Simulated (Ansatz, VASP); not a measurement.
# Cross-check of TiTe2 between VASP and Ansatz

Aim: how closely do two programs agree when they are given the same cell, functional and k mesh? The structure shown is the end of the VASP relaxation below.

Method: plane waves, with VASP 6.6.1 beside it; single point at PBEsol with D3(BJ), in Ansatz 0.2.0.

### 1. The structure

It takes space group P-3m1 (No. 164, trigonal). Conventional cell: a = 3.635 Å, b = 3.635 Å, c = 6.250 Å, α = 90.00°, β = 90.00°, γ = 120.00°. Te has 3 Ti at 2.72 Å nearest. Nearest to Ti lie 6 Te at 2.72 Å. Farther neighbours and most contacts between anions are not listed.

As a file:

```cif
data_structure
_symmetry_space_group_name_H-M 'P 1'
_symmetry_Int_Tables_number 1
_cell_length_a 3.6352
_cell_length_b 3.6352
_cell_length_c 6.2505
_cell_angle_alpha 90.000
_cell_angle_beta 90.000
_cell_angle_gamma 120.000
_cell_volume 71.53
loop_
_atom_site_label
_atom_site_type_symbol
_atom_site_fract_x
_atom_site_fract_y
_atom_site_fract_z
_atom_site_occupancy
Te1 Te 0.33333 0.66667 0.72340 1
Te2 Te 0.66667 0.33333 0.27660 1
Ti3 Ti 0.00000 0.00000 0.00000 1
```

### 2. VASP: relaxation, PBEsol with D3(BJ)

This run makes the geometry at which the two programs are then compared.

Lines of VASP's logs that name or quote its potential files are left out, and so is its time.

File INCAR:

```
SYSTEM = TiTe2
PREC = Accurate
ENCUT = 450
EDIFF = 1E-06
NELM = 100
ISMEAR = 1
SIGMA = 0.15
LREAL = .FALSE.
ALGO = Normal
GGA = PS
IVDW = 12
NBANDS = 18
LORBIT = 11
LWAVE = .FALSE.
LCHARG = .FALSE.
KPAR = 4
IBRION = 2
NSW = 30
ISIF = 4
EDIFFG = -0.01
```

File POSCAR:

```
TiTe2
1.0
    3.6367331922      0.0000000000      0.0000000000
   -1.8183665961      3.1495033312      0.0000000000
    0.0000000000      0.0000000000      6.2450488476
Te Ti
2 1
Direct
    0.3333333333      0.6666666667      0.7216151541
    0.6666666667      0.3333333333      0.2783848459
    0.0000000000      0.0000000000      0.0000000000
```

File KPOINTS:

```
Automatic mesh
0
Gamma
12 12 6
0 0 0
```

PAW data sets: Te and Ti_sv (PBE family, release 64).

Started as:

```console
> mpirun -np 4 vasp_std
```

Numbers of over 12 decimals in the logs are rounded to 6 here.

The program printed:

```text
[banner, memory and clock lines left out]
running    4 mpi-ranks, on    1 nodes
 distrk:  each k-point on    1 cores,    4 groups
 distr:  one band on    1 cores,    1 groups

 POSCAR found type information on POSCAR TeTi
 POSCAR found :  2 types and       3 ions
|                                                                             |
|               ----> ADVICE to this user running VASP <----                  |
|                                                                             |
|     You enforced a specific xc type in the INCAR file but a different       |
|     [... a line on the potential file left out ...]
|     I HOPE YOU KNOW WHAT YOU ARE DOING!                                     |
|                                                                             |

 LDA part: xc-table for (Slater+PW92), standard interpolation
 POSCAR, INCAR and KPOINTS ok, starting setup
 FFT: planning ... GRIDC
 FFT: planning ... GRID_SOFT
 FFT: planning ... GRID
 WAVECAR not read
 entering main loop
       N       E                     dE             d eps       ncg     rms          rms(c)
DAV:   1     0.167352232064E+03    0.16735E+03   -0.10124E+04  3600   0.114E+03
DAV:   2    -0.415247675255E+01   -0.17150E+03   -0.16785E+03  3818   0.300E+02
DAV:   3    -0.189267859063E+02   -0.14774E+02   -0.14317E+02  5504   0.822E+01
DAV:   4    -0.194107924513E+02   -0.48401E+00   -0.48271E+00  4572   0.140E+01
DAV:   5    -0.194283016173E+02   -0.17509E-01   -0.17501E-01  5318   0.260E+00    0.131E+01
DAV:   6    -0.191844509344E+02    0.24385E+00   -0.30360E+01  4288   0.376E+01    0.114E+01
DAV:   7    -0.176963975427E+02    0.14881E+01   -0.20685E+01  4576   0.286E+01    0.496E+00
DAV:   8    -0.174967346642E+02    0.19966E+00   -0.12702E+00  4222   0.840E+00    0.172E+00
DAV:   9    -0.175033217592E+02   -0.65871E-02   -0.94268E-02  5016   0.198E+00    0.122E+00
DAV:  10    -0.174982131995E+02    0.51086E-02   -0.10072E-01  4386   0.248E+00    0.600E-01
DAV:  11    -0.174970603369E+02    0.11529E-02   -0.22410E-02  4340   0.114E+00    0.310E-01
DAV:  12    -0.174966563103E+02    0.40403E-03   -0.41988E-03  4398   0.460E-01    0.127E-01
DAV:  13    -0.174966229194E+02    0.33391E-04   -0.15227E-04  4356   0.101E-01    0.383E-02
DAV:  14    -0.174966209675E+02    0.19519E-05   -0.92213E-06  4320   0.216E-02    0.152E-02
DAV:  15    -0.174966197554E+02    0.12120E-05   -0.23014E-06  3060   0.132E-02    0.693E-03
DAV:  16    -0.174966195396E+02    0.21586E-06   -0.10136E-06  2136   0.735E-03
   1 F= -.19080753E+02 E0= -.19081157E+02  d E =-.190808E+02
[...]
2 F= -.19081807E+02 E0= -.19082203E+02  d E =-.105421E-02
[...]
3 F= -.19081963E+02 E0= -.19082354E+02  d E =-.121001E-02
[...]
4 F= -.19081963E+02 E0= -.19082354E+02  d E =-.121031E-02
[...]
5 F= -.19082047E+02 E0= -.19082443E+02  d E =-.838611E-04
 trial-energy change:   -0.000084  1 .order   -0.000083   -0.000106   -0.000060
 step:   2.5604(harm=  2.5604)  dis= 0.00185  next Energy=   -19.082084 (dE=-0.121E-03)
 bond charge predicted
       N       E                     dE             d eps       ncg     rms          rms(c)
DAV:   1    -0.174984260213E+02   -0.27577E-03   -0.15038E-02  3694   0.131E+00    0.124E-01
DAV:   2    -0.174983222903E+02    0.10373E-03   -0.18776E-03  3876   0.296E-01    0.866E-02
DAV:   3    -0.174982380882E+02    0.84202E-04   -0.91566E-04  4382   0.207E-01    0.462E-02
DAV:   4    -0.174981938450E+02    0.44243E-04   -0.17009E-04  4164   0.876E-02    0.143E-02
DAV:   5    -0.174981923759E+02    0.14691E-05   -0.77739E-06  4104   0.204E-02    0.387E-03
DAV:   6    -0.174981922870E+02    0.88868E-07   -0.34054E-07  2256   0.390E-03
   6 F= -.19082078E+02 E0= -.19082482E+02  d E =-.115587E-03
 curvature:  -1.37 expect dE=-0.958E-06 dE for cont linesearch -0.951E-06
 trial: gam= 0.00000 g(F)=  0.201E-06 g(S)=  0.500E-06 ort =-0.839E-05 (trialstep = 0.140E+01)
 search vector abs. value=  0.701E-06
 reached required accuracy - stopping structural energy minimisation
```

OUTCAR, selected parts (step 2):

```text
ion  position               nearest neighbor table
   1  0.333  0.667  0.722-   3 2.73   3 2.73   3 2.73   2 3.47   2 3.47   2 3.47
   2  0.667  0.333  0.278-   3 2.73   3 2.73   3 2.73   1 3.47   1 3.47   1 3.47
   3  0.000  0.000  0.000-   1 2.73   2 2.73   1 2.73   2 2.73   2 2.73   1 2.73

  LATTYP: Found a hexagonal cell.
 ALAT       =     3.6367331922
 C/A-ratio  =     1.7172139163

 Subroutine GETGRP returns: Found 12 space group operations
 (whereof 12 operations were pure point group operations)

The static configuration has the point symmetry D_3d.

 Found    100 irreducible k-points:

   k-points           NKPTS =    100   k-points in BZ     NKDIM =    100   number of bands    NBANDS=     18

   dimension x,y,z NGX =    28 NGY =   28 NGZ =   48
   dimension x,y,z NGXF=    56 NGYF=   56 NGZF=   96

   ENCUT  =  450.0 eV  33.07 Ry    5.75 a.u.   6.29  6.29 10.80*2*pi/ulx,y,z

   NELECT =      24.0000    total number of electrons

 k-points in reciprocal lattice and weights: Automatic mesh
   0.00000000  0.00000000  0.00000000       0.001
   0.08333333  0.00000000  0.00000000       0.007
   0.16666667  0.00000000  0.00000000       0.007
   0.25000000  0.00000000  0.00000000       0.007
   0.33333333  0.00000000  0.00000000       0.007
   0.41666667  0.00000000  0.00000000       0.007
   0.50000000  0.00000000  0.00000000       0.003
   0.08333333  0.08333333  0.00000000       0.007
   0.16666667  0.08333333  0.00000000       0.014
[...]
0.33333333  0.25000000  0.50000000       0.014
   0.33333333  0.33333333  0.50000000       0.002

 Edisp (eV)   -1.58390

 average (electrostatic) potential at core
       1 -85.9021       2 -85.9021       3 -72.8478

 E-fermi :   8.1753

 k-point     1 :       0.0000    0.0000    0.0000
  band No.  band energies     occupation
    ...
      5      -4.9689      2.00000
      6      -3.0159      2.00000
      7       2.1957      2.00000
      8       6.5833      2.00000
      9       6.5833      2.00000
     10       8.3421     -0.06636
     11       8.6567     -0.00006
     12       8.6567     -0.00006
     13       9.1240     -0.00000
     14       9.6424     -0.00000
    ...

 k-point     2 :       0.0833    0.0000    0.0000
  band No.  band energies     occupation
    ...
      6      -2.9668      2.00000
      7       2.3021      2.00000
      8       6.3489      2.00000
      9       6.5935      2.00000
     10       8.1229      1.55313
     11       8.4223     -0.04183
     12       8.4377     -0.03290
     13       8.9714     -0.00000
     14       9.4295     -0.00000
     15       9.6780     -0.00000
    ...

 k-point     3 :       0.1667    0.0000    0.0000
  band No.  band energies     occupation
    ...
      7       2.6138      2.00000
      8       5.7434      2.00000
      9       6.6103      2.00000
     10       6.9523      2.00000
     11       7.9989      2.07013
     12       8.2884      0.04519
     13       8.4477     -0.02764
     14       9.3526     -0.00000
     15       9.6427     -0.00000
     16      11.2994      0.00000
    ...

 Edisp (eV)   -1.58389

  Total      -0.33709    -0.33709    -0.34392     0.00000    -0.00000     0.00000
  in kB      -7.55026    -7.55026    -7.70322     0.00000    -0.00000     0.00000
  external pressure =       -7.60 kB  Pullay stress =        0.00 kB

  energy-cutoff  :      450.00
  volume of cell :       71.53
      direct lattice vectors                 reciprocal lattice vectors
     3.635155635  0.000000000  0.000000000     0.275091385  0.158824085 -0.000000000
    -1.817577817  3.148137127  0.000000000     0.000000000  0.317648171 -0.000000000
     0.000000000  0.000000000  6.250470381     0.000000000 -0.000000000  0.159987959

 POSITION                                       TOTAL-FORCE (eV/Angst)
 -----------------------------------------------------------------------------------
     -0.00000      2.09876      4.52160        -0.000000     -0.000000     -0.001443
      1.81758      1.04938      1.72887         0.000000      0.000000      0.001443
      0.00000      0.00000      0.00000         0.000000     -0.000000      0.000000
 -----------------------------------------------------------------------------------
    total drift:                               -0.000000     -0.000000      0.000000

  FREE ENERGIE OF THE ION-ELECTRON SYSTEM (eV)
  ---------------------------------------------------
  free  energy   TOTEN  =       -19.0820784642 eV

  energy  without entropy=      -19.0832876071  energy(sigma->0) =      -19.08248151

 reached required accuracy - stopping structural energy minimisation

 total charge
# of ion       s       p       d       tot
------------------------------------------
    1        1.386   1.999   0.052   3.437
    2        1.386   1.999   0.052   3.437
    3        2.172   6.135   1.951  10.258
--------------------------------------------------
tot          4.944  10.134   2.054  17.132

[... 3 further parts left out ...]
```

CONTCAR:

```
TiTe2
   1.00000000000000
     3.6351556349963690    0.0000000000000000    0.0000000000000000
    -1.8175778174981845    3.1481371265875890    0.0000000000000000
     0.0000000000000000    0.0000000000000000    6.2504703813720850
  Te              Ti
     2     1
Direct
     0.3333333332999970    0.6666666667000030    0.7234018320090758
     0.6666666667000030    0.3333333332999970    0.2765981679909241
     0.0000000000000000    0.0000000000000000    0.0000000000000000
```

This run has no spin polarisation, so a moment on Ti, if there is one, isn't seen. The run keeps the 12 symmetry operations of its start, so it cannot find a distortion of lower symmetry.

### 3. Ansatz: single point, PBEsol with D3(BJ), volume scaled by 1.015

Ansatz runs on its default PAW (the set named soft_2) files.

The same cell, functional, mesh and smearing now go to Ansatz, which takes its cutoff from its data sets.

File input.yaml:

```yaml
crystal:
  lattice:
    - [3.63515563, 0.0, 0.0]
    - [-1.81757782, 3.14813713, 0.0]
    - [0.0, 0.0, 6.25047038]
  atoms:
    - { symbol: Te, position: [0.33333333, 0.66666667, 0.72340183] }
    - { symbol: Te, position: [0.66666667, 0.33333333, 0.27659817] }
    - { symbol: Ti, position: [0.0, 0.0, 0.0] }
hamiltonian:
  xc: pbesol
  pseudopotentials: { kind: paw }
  dispersion: d3bj
kpoints:
  mp_grid: { grid: [12, 12, 6] }
scf:
  occupations: { method: methfessel_paxton, width: 0.15 }
  n_extra_bands: 4
output:
  forces: true
  stress: true
  eigenvalues: true
```

Started as:

```console
> ansatz run input.yaml --threads 2 --pin off --max-ram 4608MiB --backend cpu --events-out ev --progress --plain --runs-dir out
```

The program printed:

```text
scf.n_extra_bands = 4 over 22 filled bands (N_el = 44.0): the run solves 26 bands
Engine: ansatz 0.2.0, x86_64-unknown-linux-gnu
Pseudopotentials: kind: paw
Pseudopotential: Te, paw, valence charge 16, recommended cutoff 420 eV (normal), Te.paw.azcp
Pseudopotential: Ti, paw, valence charge 12, recommended cutoff 420 eV (normal), Ti.paw.azcp
Functional definition: PBEsol
  exchange = pbesol_x
  correlation = pbesol_c
Crystal: 3 atoms, lattice volume = 71.530 Å³
Basis set: ecut = 420 eV, 1377 PW (Γ), exchange–correlation on 50×50×90 points (8 copies of the dense FFT grid, shifted against one another)
Bands: 26, of which v1, the nominal top of the filled ones, is band 22 counted from 1 (21 counted from 0)
Symmetry: 12 space group operations
Space group: P-3m1 (ITA 164), of the structure as read, at distance tolerance 4.2e-5 Å
k-points: 100 of 864
Non-local potential: Te, projectors of the file, l = 0: 2, l = 1: 2, l = 2: 2, l = 3: 2
Non-local potential: Ti, projectors of the file, l = 0: 3, l = 1: 2, l = 2: 3, l = 3: 1
PAW form: soft (Blöchl's): semilocal exchange-correlation on the pseudo side does not see the compensation charge
PAW frozen core: Te, regenerated for the run's functional, and the local potential with it (the file was generated under x = pbe(κ = 0.804, μ = 0.219515), c = pbe(β = 0.066725))
PAW frozen core: Ti, regenerated for the run's functional, and the local potential with it (the file was generated under x = pbe(κ = 0.804, μ = 0.219515), c = pbe(β = 0.066725))
PAW one-centre angular grid: Te, 590 points (default); XC on 64 Gauss nodes
PAW one-centre angular grid: Ti, 590 points (default); XC on 64 Gauss nodes
Initial density: superposition of atomic densities (neutral atoms: chi_scale 0, normalization atom), corrected by the library's trained network
Initial wavefunctions: pseudopotential atomic-orbital guess
Functional: x = pbesol(κ = 0.804, μ = 0.123457), c = pbesol(β = 0.046)
SCF iter   1: F=—  HF=-16280.634792 eV  |F-HF|=—  |Δ(HF+E_count)|=         —  Δρ=6.72e-3  dr2=5.07e-2  ethr=1.77e-3  ⟨swp⟩=5.3  Hψ=11058  notcnv=0
preconditioner: auto → Kerker (q_TF=auto, 2.516 Å⁻¹)  [metal: Δε(μ)=0.009 eV  Ē_g=6.467 eV  σ=0.150 eV  W_gap=0.05  n_scr=22 (ndim 8)  ℏωp=17.6 eV  f_vac=0.004  D(μ)=1.10/eV (n_scr^D=2)]
SCF iter   2: F=—  HF=-16280.628203 eV  |F-HF|=—  |Δ(HF+E_count)|=   6.59e-3  S|Δr|=    0.00e0  Δρ=3.03e-3  dr2=1.09e-2  ethr=1.15e-4  ⟨swp⟩=1.2  Hψ=3426  notcnv=0
SCF iter   3: F=—  HF=-16280.626869 eV  |F-HF|=—  |Δ(HF+E_count)|=   1.33e-3  S|Δr|=    0.00e0  Δρ=3.74e-4  dr2=1.43e-4  ethr=2.48e-5  ⟨swp⟩=2.1  Hψ=2996  notcnv=0
SCF iter   4: F=—  HF=-16280.626870 eV  |F-HF|=—  |Δ(HF+E_count)|=   4.97e-7  S|Δr|=    0.00e0  Δρ=1.78e-4  dr2=3.39e-5  ethr=3.26e-7  ⟨swp⟩=2.0  Hψ=4676  notcnv=0
SCF iter   5: F=—  HF=-16280.626848 eV  |F-HF|=—  |Δ(HF+E_count)|=   2.23e-5  S|Δr|=    0.00e0  Δρ=6.84e-5  dr2=5.84e-6  ethr=7.71e-8  ⟨swp⟩=2.3  Hψ=3795  notcnv=0
SCF iter   6: F=—  HF=-16280.626847 eV  |F-HF|=—  |Δ(HF+E_count)|=   2.27e-7  S|Δr|=    0.00e0  Δρ=1.59e-5  dr2=4.69e-7  ethr=1.33e-8  ⟨swp⟩=2.1  Hψ=3480  notcnv=0
SCF iter   7: F=-16280.626847 eV  HF=-16280.626847 eV  |F-HF|=1.33e-8  |Δ(HF+E_count)|=   2.27e-8  S|Δr|=    0.00e0  Δρ=4.31e-6  dr2=3.70e-8  ethr=2.27e-10  ⟨swp⟩=5.8  Hψ=10193  notcnv=0
SCF 1 converged in 7 iterations: F = -16280.626847 eV  dr2 = 3.70e-8
  greatest PAW one-centre occupation: 0.999 electrons in one spin orbital (limit 2), on the Ti atom at site 2 (counted from 0), in its partial waves of l = 0
SCF converged after 7 iterations
Stability not checked: this state was not tested for a lower state beside it, because cold or Methfessel-Paxton smearing, or corrected tetrahedra, fill the levels in a way that the test cannot read (fill_not_monotonic; see scf.lower_state_search)
Free energy (F): -16280.626847 eV
Harris-Foulkes:  -16280.626847 eV  (|F-HF|=1.33e-8)
Internal energy: -16280.628060 eV  (E = F + TS)
E sigma→0 (E₀):  -16280.627151 eV
Entropy (-TS):   0.001213 eV (0.404 meV/atom)
Fermi energy:    12.044004 eV
--- Per-component energies (eV) ---
  E_band       = -594.176111
  E_kinetic    = 637.972378
  E_local      = -3036.993174  (includes V_loc(G=0)·N_el)
  E_nonlocal   = -605.514659
  E_hartree    = 1837.827615
  E_xc         = -346.023180
  E_vxc        = -333.308196  (∫ρ·V_xc dr)
  E_paw        = -10192.664052  (= ΣΔE_a)
  E_vpaw       = -931.988965  (= ΣTr[D̂ρ^β])
  E_aug_tail   = -0.000268  (compensation charges beyond the density's cutoff)
  E_ewald      = -4574.537376
  E_disp       = -1.584359  (pairwise vdW)
  E_core_change = 0.889015  (= ΣΔE_core)
  E_smearing   = 0.001213  (= −TS)
  E_closure    = 0.000000  (closes the sum)
  Σ components = -16280.626847   (vs F -16280.626847, Δ=0.00e0)
--- Forces (eV/Å), atoms counted from 1 ---
  atom   1  Te     0.00000000     0.00000000     0.02084833
  atom   2  Te     0.00000000    -0.00000000    -0.02084833
  atom   3  Ti     0.00000000     0.00000000     0.00000000
  max |Σ_I F_I| component: 2.31e-18 eV/Å
--- Stress (GPa, compression-positive) ---
       -0.769291      -0.000000       0.000000
        0.000000      -0.769291       0.000000
        0.000000       0.000000      -0.800478
  P = ⅓ Tr σ = -0.7797 GPa (-7.797 kbar)
--- Band table (eV; the first three rows and the last of 100) ---
  k-point 0: bands = [... 18 lower, 10.4532, 12.2135, 12.5303, 12.5303, 12.9766, 13.5016, 13.5016, 15.2303]
  k-point 1: bands = [... 18 lower, 10.4812, 11.5180, 12.5253, 12.5253, 13.1204, 13.3424, 13.3424, 15.4262]
  k-point 2: bands = [... 18 lower, 10.5414, 10.5414, 12.5160, 12.5160, 13.0757, 13.0757, 13.2157, 15.7759]
  k-point 99: bands = [... 18 lower, 8.1418, 8.1515, 10.2548, 10.2548, 13.0468, 13.0468, 13.2793, 15.4860]
```

It took 3.9 s on 2 threads of AMD EPYC 7B13 (Zen 3), shared host; peak memory 0.52 GiB.

The column dr2 measures how far the density is from self-consistency, as an energy; F and HF (Harris–Foulkes) agree once it is small.

The run ends at a pressure of -0.78 GPa, with forces up to 0.021 eV/Å.

### 4. Differences

Known differences besides the potentials themselves: the data sets hold 44 valence electrons in Ansatz (default PAW (the set named soft_2) files) and 24 in VASP; the cutoff is 420 eV in Ansatz and 450 eV in VASP; Ansatz makes its cores anew for this functional, VASP keeps those of its PBE data sets; VASP leaves aspherical gradient terms in its spheres out (LASPH is not set), Ansatz keeps them. Total energies have different zeros and are not compared.

Compared:

| quantity | Ansatz | VASP | difference |
| --- | --- | --- | --- |
| pressure (GPa) | -0.78 | -0.76 | -0.02 |

At this near-relaxed geometry the largest component of a force difference is 22 meV/Å. Ansatz's pressure holds a Pulay correction of 0.03 GPa; VASP's holds none.

### 5. What the set-up changes

Further runs change the set-up of one program: Ansatz's method, potentials or start, or VASP's data sets, cutoff or form of LDA. The table gives Ansatz less VASP for each quantity, since a change that brings one quantity closer may part another.

| run | r.m.s. force difference (meV/Å) | pressure (GPa) |
| --- | --- | --- |
| as above | 11 | -0.020 |
| Ansatz's all-electron LAPW method | 11 | -0.016 |

### 6. Results

```
difference in pressure (single point, PBEsol with D3(BJ), volume scaled by 1.015)  : -0.020 GPa
r.m.s. force difference (single point, PBEsol with D3(BJ), volume scaled by 1.015) : 11 meV/Å
```

The r.m.s. force difference is 11 meV/Å (single point, PBEsol with D3(BJ), volume scaled by 1.015), within the 12 meV/Å picked in this series as the mark of a large difference. For single point, PBEsol with D3(BJ), volume scaled by 1.015, no further run moves any of the tabulated differences by more than a quarter of its size. Such differences can come from data sets, numerical settings and the points named under the comparisons, not from the functional's error against experiment.

[Lines on the potential files, build, host, timing and source positions are cut from VASP's logs without a mark.]

[Logs are printed without paths, hosts, clocks, repeated set-up lines and the standing remarks that a program may print on its own settings, such as how far it seeks lower states.]

[Hosts, paths, dates, database ids (printed as entryN), source tags and the programs' standing remarks are cut or masked in the printed files.]
